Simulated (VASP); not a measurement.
Calculation: TPSS meta-GGA, VASP's PBE PAW potentials (set 64) (plane waves; VASP).

VASP ran on this input.

INCAR:
```
! general
SYSTEM  = LiH
PREC    = Accurate
ENCUT   = 520
LREAL   = .FALSE.
LASPH   = .TRUE.

! electronic loop
EDIFF   = 1E-7
NELM    = 100
ALGO    = Normal
LMIXTAU = .TRUE.

! smearing
ISMEAR  = 0
SIGMA   = 0.05

! functional
METAGGA = TPSS

! ions
ISIF    = 2

! output
LWAVE   = .FALSE.
LCHARG  = .FALSE.
```

KPOINTS:
```
Automatic
0
gamma
11 11 11
0 0 0
```

### POSCAR
```
LiH
4.0123810
  0.0000000000   0.4999999918   0.4999999918
  0.4999999918   0.0000000000   0.4999999918
  0.4999999918   0.4999999918   0.0000000000
Li H
1 1
direct
  0.0000000000   1.0000000000   0.0000000000
  0.5000000000   0.5000000000   0.5000000000
```

POTCAR, in this order: Li_sv H (PBE.64 set). Program: vasp_std.

Problem. Estimate the energy per atom (σ→0), pressure.

Solution. 
```yaml
energy per atom (σ→0): -3.599 eV/atom
pressure: -25.2 kbar
```

### OSZICAR
```
...
DAV:  35    -0.719781862101E+01   -0.52823E-04   -0.39420E-05   672   0.125E-01    0.155E-02
DAV:  36    -0.719785236630E+01   -0.33745E-04   -0.32912E-05   672   0.105E-01    0.845E-03
DAV:  37    -0.719785191510E+01    0.45120E-06   -0.87398E-06   834   0.590E-02    0.219E-03
DAV:  38    -0.719785139380E+01    0.52130E-06   -0.29156E-06   678   0.274E-02    0.976E-04
DAV:  39    -0.719785170143E+01   -0.30762E-06   -0.42985E-07   672   0.808E-03    0.455E-04
DAV:  40    -0.719785146908E+01    0.23234E-06   -0.30271E-08   846   0.280E-03    0.496E-04
DAV:  41    -0.719785140482E+01    0.64263E-07   -0.80734E-09   354   0.186E-03
   1 F= -.71978514E+01 E0= -.71978514E+01  d E =-.555565E-27
```

The compound is LiH in the rock salt structure. This cell is one point of a volume scan, at 1.06 of the reference volume.
